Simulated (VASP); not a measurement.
VASP runs on TiB2 (AlB2 type) share one base input (PBE GGA, plane waves, VASP's PBE PAW potentials (set 64)) and change the settings named in each case.

### KPOINTS
```
Regular mesh
0
G
 10 10 9
```

**POSCAR**
```
TiB2
1
    1.5150000000    -2.6240570000     0.0000000000
    1.5150000000     2.6240570000     0.0000000000
    0.0000000000     0.0000000000     3.2300000000
Ti B
1 2
Direct
  0.0000000000   0.0000000000   0.0000000000
  0.3333330000   0.6666670000   0.5000000000
  0.6666670000   0.3333330000   0.5000000000
```

### INCAR
```
ISMEAR = 1
LCHARG = .FALSE.
LWAVE = .FALSE.
LASPH = .TRUE.
GGA = PE   # PBE
SIGMA = 0.1
LMAXMIX = 4
LREAL = .FALSE.   # projection in real space or not
PREC = Accurate
EDIFF = 1E-6
ALGO = Normal   # blocked Davidson
ISIF = 2   # forces and stress, cell fixed
NELM = 100
SYSTEM = TiB2
ENCUT = 520
```

POTCAR, in this order: Ti_sv B (PBE.64 set). Program: vasp_std.

```json
[
 {"change": "base run", "E(σ→0) (eV/atom)": "-8.1418", "pressure (GPa)": "0.21", "−TS (eV)": "-0.0008"},
 {"change": "LDAU = .TRUE., LDAUJ = 0 0, LDAUL = 2 -1, LDAUTYPE = 2, LDAUU = 1.0 0", "E(σ→0) (eV/atom)": "-7.8710", "pressure (GPa)": "2.16", "−TS (eV)": "-0.0008"},
 {"change": "LDAU = .TRUE., LDAUJ = 0 0, LDAUL = 2 -1, LDAUTYPE = 2, LDAUU = 2.0 0", "E(σ→0) (eV/atom)": "-7.6037", "pressure (GPa)": "4.16", "−TS (eV)": "-0.0008"},
 {"change": "LDAU = .TRUE., LDAUJ = 0 0, LDAUL = 2 -1, LDAUTYPE = 2, LDAUU = 3.0 0", "E(σ→0) (eV/atom)": "-7.3399", "pressure (GPa)": "6.16", "−TS (eV)": "-0.0008"},
 {"change": "LDAU = .TRUE., LDAUJ = 0 0, LDAUL = 2 -1, LDAUTYPE = 2, LDAUU = 4.0 0", "E(σ→0) (eV/atom)": "-7.0796", "pressure (GPa)": "8.22", "−TS (eV)": "-0.0008"},
 {"change": "LDAU = .TRUE., LDAUJ = 0 0, LDAUL = 2 -1, LDAUTYPE = 2, LDAUU = 5.0 0", "E(σ→0) (eV/atom)": "-6.8230", "pressure (GPa)": "10.28", "−TS (eV)": "-0.0007"},
 {"change": "LDAU = .TRUE., LDAUJ = 0 0, LDAUL = 2 -1, LDAUTYPE = 2, LDAUU = 6.0 0", "E(σ→0) (eV/atom)": "-6.5701", "pressure (GPa)": "12.31", "−TS (eV)": "-0.0006"},
 {"change": "LDAU = .TRUE., LDAUJ = 0 0, LDAUL = 2 -1, LDAUTYPE = 2, LDAUU = 8.0 0", "E(σ→0) (eV/atom)": "-6.0759", "pressure (GPa)": "16.78", "−TS (eV)": "-0.0003"},
 {"change": "LDAU = .TRUE., LDAUJ = 0 0, LDAUL = 2 -1, LDAUTYPE = 2, LDAUU = 5.0 0, LMAXMIX = 2", "E(σ→0) (eV/atom)": "-6.8230", "pressure (GPa)": "10.28", "−TS (eV)": "-0.0007"}
]
```
 Energies of different potentials or functionals have different zeros.

Left out are runs that ran out of time, are held back, or changed the cell or the kind of run, fixed moments of cells without a moment, rows past the twelfth, gaps on odd meshes, pressures of charged cells and columns that move by less than the noise.

The compound is TiB2 in the AlB2 type structure. The cell was not relaxed at this level.
